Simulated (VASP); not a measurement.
Output of a VASP run:

OSZICAR:
```
       N       E                     dE             d eps       ncg     rms          rms(c)
DAV:   1    -0.118151220461E+02   -0.11815E+02   -0.76298E+03   864   0.124E+03
DAV:   2    -0.912768594243E+02   -0.79462E+02   -0.74555E+02   928   0.219E+02
DAV:   3    -0.932227422743E+02   -0.19459E+01   -0.19326E+01  1072   0.345E+01
DAV:   4    -0.932374249779E+02   -0.14683E-01   -0.14682E-01   952   0.350E+00
DAV:   5    -0.932376524644E+02   -0.22749E-03   -0.22748E-03  1080   0.467E-01    0.129E+01
DAV:   6    -0.868441398276E+02    0.63935E+01   -0.10102E+01   972   0.376E+01    0.455E+00
DAV:   7    -0.870683552835E+02   -0.22422E+00   -0.93308E-01   904   0.106E+01    0.203E+00
DAV:   8    -0.865975301199E+02    0.47083E+00   -0.10721E+00   872   0.119E+01    0.115E+00
DAV:   9    -0.867652652305E+02   -0.16774E+00   -0.79428E-01   884   0.105E+01    0.220E-01
DAV:  10    -0.867642515260E+02    0.10137E-02   -0.82977E-02   912   0.299E+00    0.282E-01
DAV:  11    -0.867645482906E+02   -0.29676E-03   -0.33292E-02   892   0.194E+00    0.125E-01
DAV:  12    -0.867643426687E+02    0.20562E-03   -0.23064E-03   936   0.669E-01    0.416E-02
DAV:  13    -0.867628786690E+02    0.14640E-02   -0.10327E-02   880   0.114E+00    0.569E-02
DAV:  14    -0.867623360145E+02    0.54265E-03   -0.15507E-03   868   0.609E-01    0.288E-02
DAV:  15    -0.867622815067E+02    0.54508E-04   -0.65390E-05  1008   0.870E-02    0.226E-02
DAV:  16    -0.867622651903E+02    0.16316E-04   -0.91107E-05   896   0.113E-01    0.101E-02
DAV:  17    -0.867622628402E+02    0.23501E-05   -0.97533E-05   864   0.143E-01    0.127E-02
DAV:  18    -0.867622599716E+02    0.28685E-05   -0.25644E-05   856   0.754E-02    0.158E-02
DAV:  19    -0.867622585910E+02    0.13806E-05   -0.53480E-06   888   0.348E-02    0.667E-03
DAV:  20    -0.867622574233E+02    0.11677E-05   -0.18673E-06   884   0.205E-02    0.759E-04
DAV:  21    -0.867622573853E+02    0.38021E-07   -0.26360E-06   864   0.210E-02    0.991E-04
DAV:  22    -0.867622571717E+02    0.21358E-06   -0.40032E-07   876   0.991E-03    0.689E-04
DAV:  23    -0.867622571649E+02    0.67719E-08   -0.24560E-08   448   0.255E-03
   1 F= -.86762257E+02 E0= -.86762505E+02  d E =0.743914E-03
```

File OUTCAR:
```
------------------------ aborting loop because EDIFF is reached ----------------------------------------
  FORCE on cell =-STRESS in cart. coord.  units (eV):
  Direction    XX          YY          ZZ          XY          YZ          ZX
  --------------------------------------------------------------------------------------
  Total        2.9264834      2.9264834      2.9264834      0.0000000     -0.0000000     -0.0000000
  in kB       94.1799404     94.1799404     94.1799404      0.0000000     -0.0000000     -0.0000000
  external PRESSURE =      94.1799404 kB  Pullay stress =       0.0000000 kB
  volume of cell :       49.78
      direct lattice vectors                 reciprocal lattice vectors
     0.000000000  2.919820009  2.919820009    -0.171243432  0.171243432  0.171243432
     2.919820009  0.000000000  2.919820009     0.171243432 -0.171243432  0.171243432
     2.919820009  2.919820009  0.000000000     0.171243432  0.171243432 -0.171243432
 POSITION                                       TOTAL-FORCE (eV/Angst)
 -----------------------------------------------------------------------------------
      1.45991      1.45991      1.45991        -0.000000      0.000000     -0.000000
      4.37973      4.37973      4.37973         0.000000      0.000000      0.000000
      0.00000      0.00000      0.00000         0.000000     -0.000000     -0.000000
 -----------------------------------------------------------------------------------
    total drift:                                0.000000     -0.000000      0.000000
  FREE ENERGIE OF THE ION-ELECTRON SYSTEM (eV)
  ---------------------------------------------------
  free  energy   TOTEN  =       -86.7622571649 eV

  energy  without entropy=      -86.7630010790  energy(sigma->0) =      -86.76250514
```
(Selected blocks of OUTCAR.)

### POSCAR
```
AuAl2
1
    0.0000000000     2.9198200086     2.9198200086
    2.9198200086     0.0000000000     2.9198200086
    2.9198200086     2.9198200086     0.0000000000
Al Au
2 1
Direct
  0.2500000000   0.2500000000   0.2500000000
  0.7500000000   0.7500000000   0.7500000000
  0.0000000000   0.0000000000   0.0000000000
```

Problem. Reconstruct the remaining input files.

Solution. Several could match; the one computed here: the input of the run itself, SCAN meta-GGA, plane waves, VASP's PBE PAW potentials (set 64).

KPOINTS:
```
Automatic mesh
0
Gamma
9 9 9
0 0 0
```

### INCAR
```
NELM  =  100
ISIF  =  2   # forces and stress, cell fixed
EDIFF  =  1E-7
ALGO  =  Normal   # blocked Davidson
PREC  =  Accurate
SYSTEM  =  AuAl2
LMAXMIX  =  6
LWAVE  =  F
LREAL  =  F
METAGGA  =  SCAN
LMIXTAU  =  T
LCHARG  =  F
ENCUT  =  520   # plane-wave cut-off (eV)
ISMEAR  =  1   # Methfessel-Paxton
SIGMA  =  0.1   # width (eV)
LASPH  =  T
```

POTCAR, in this order: Al Au (PBE.64 set). Program: vasp_std.

The compound is AuAl2 in the fluorite structure. This cell is one point of a volume scan, at 0.94 of the reference volume. The electron count is odd and the run is not spin-polarised, which forces a metal.
